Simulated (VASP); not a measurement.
Energy against volume of Cs (bcc). These are r2SCAN+rVV10, VASP's PBE PAW potentials (set 64) (plane waves; VASP) values and carry that method's errors.

```
V (Å³/atom)  E (eV/atom)
-----------  -----------
110.839        -24.56153
114.376        -24.56387
117.913        -24.56474
121.451        -24.56429
124.988        -24.56268
```

### Question
Fit a third-order Birch-Murnaghan equation of state.

### Answer

| Item | Result |
|---|---|
| volume per atom | 118.41 Å³/atom |
| bulk modulus | 1.9 GPa |
| pressure derivative of the bulk modulus | 3.03 |
| lattice constant a | 6.187 Å |

Measured: bulk modulus 2.1 GPa at 0 K (computed value off by -7.6 %), as given by H. Levämäki et al., Physical Review B (2014), arXiv:1402.3671 [corrected for temperature and zero-point phonon effects]; a 6.039 Å at 0 K (computed value off by +2.5 %), as given by Gábor I. Csonka et al., Physical Review B (2009), arXiv:0903.4037 [low-temperature or extrapolated to 0 K; zero-point anharmonic expansion removed].

The compound is Cs in the bcc structure. It was relaxed first.
